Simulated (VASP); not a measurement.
Calculation: r2SCAN meta-GGA, VASP's PBE PAW potentials (set 64) (plane waves; VASP).

A VASP calculation is set up with these files.

POSCAR:
```
Au
1
    0.0000000000     2.0418939884     2.0418939884
    2.0418939884     0.0000000000     2.0418939884
    2.0418939884     2.0418939884     0.0000000000
Au
1
Direct
  0.0000000000   0.0000000000   0.0000000000
```

File KPOINTS:
```
Automatic mesh
0
Gamma
15 15 15
0 0 0
```

INCAR:
```
SYSTEM = Au
PREC = Accurate; ENCUT = 520; LREAL = .FALSE.
LASPH = .TRUE.
EDIFF = 1E-7; NELM = 100; ALGO = Normal
LMAXMIX = 6; LMIXTAU = .TRUE.
ISMEAR = 1; SIGMA = 0.1
METAGGA = R2SCAN
ISIF = 2
LWAVE = .FALSE.; LCHARG = .FALSE.
```

POTCAR, in this order: Au (PBE.64 set). Program: vasp_std.

Unless said otherwise, spin-orbit coupling is left out, though it shifts the bands of the heavy elements here.

Problem. Estimate the energy per atom (σ→0), pressure, band gap (on the k-mesh).

Solution. 
| Quantity | Value |
|---|---|
| energy per atom (σ→0) | -50585 meV/atom |
| band gap (on the k-mesh) | none (metal, semimetal or under 0.01 eV) |
| pressure | 5.25 GPa |

File OSZICAR:
```
...
DAV:  11    -0.505850440628E+02   -0.33689E-03   -0.58708E-04  2310   0.219E-01    0.314E-02
DAV:  12    -0.505851858290E+02   -0.14177E-03   -0.10048E-04  2225   0.947E-02    0.129E-02
DAV:  13    -0.505852180983E+02   -0.32269E-04   -0.41676E-05  2378   0.638E-02    0.157E-03
DAV:  14    -0.505852174249E+02    0.67334E-06   -0.65012E-06  2281   0.192E-02    0.389E-03
DAV:  15    -0.505852188070E+02   -0.13820E-05   -0.14068E-06  2258   0.111E-02    0.977E-04
DAV:  16    -0.505852193269E+02   -0.51997E-06   -0.48092E-07  2106   0.512E-03    0.289E-04
DAV:  17    -0.505852193208E+02    0.61041E-08   -0.11704E-08  1104   0.111E-03
   1 F= -.50585219E+02 E0= -.50585064E+02  d E =-.464871E-03
```

The compound is Au in the fcc structure. This cell is one point of a volume scan, at 0.97 of the reference volume.
